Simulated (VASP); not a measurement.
Input:

```xyz
2
Lattice="2.9106 0.0000 0.0000 0.0000 2.9106 0.0000 0.0000 0.0000 2.9106" Properties=species:S:1:pos:R:3 pbc="T T T"
Zn     1.4553     1.4553     1.4553
Cu     0.0000     0.0000     0.0000
```

Method: AM05 GGA, VASP's PBE PAW potentials (set 64) (plane waves; VASP). Settings: 520 eV cut-off, 11×11×11 Γ-centred mesh, first-order Methfessel-Paxton smearing of 0.10 eV, potentials Zn Cu.

Task: Predict the energy per atom (σ→0), band gap (on the k-mesh) with the smallest direct gap where there is one.

Result: 
| Quantity | Value |
|---|---|
| band gap (on the k-mesh) | none (metal, semimetal or under 0.01 eV) |
| energy per atom (σ→0) | -2.828 eV/atom |

The compound is CuZn in the CsCl type structure. It was relaxed first. The start is the result of an earlier pass. The electron count is odd and the run is not spin-polarised, which forces a metal.
